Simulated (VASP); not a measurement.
```
CELL_PARAMETERS angstrom
      0.00000     2.72557     2.72557
      2.72557     0.00000     2.72557
      2.72557     2.72557     0.00000
ATOMIC_POSITIONS crystal
  Si 0.25000 0.25000 0.25000
  Si 0.75000 0.75000 0.75000
  Ni 0.00000 0.00000 0.00000
```

These are PBE GGA, VASP's PBE PAW potentials (set 64) (plane waves; VASP) values and carry that method's errors. Settings: 400 eV cut-off, 11×11×11 Γ-centred mesh, tetrahedra with Blöchl corrections, potentials Si Ni.

### Question
Predict the energy per atom (σ→0), band gap (on the k-mesh) with the smallest direct gap where there is one.

### Answer

```
Property                                                     Value
------------------------  ----------------------------------------
band gap (on the k-mesh)  none (metal, semimetal or under 0.01 eV)
energy per atom (σ→0)                               -5.790 eV/atom
```

Total energies compare only between runs with the same potentials, cut-off and functional.

The compound is NiSi2 in the fluorite structure. It was relaxed first. The run is not spin-polarised, so no magnetic state was tried.
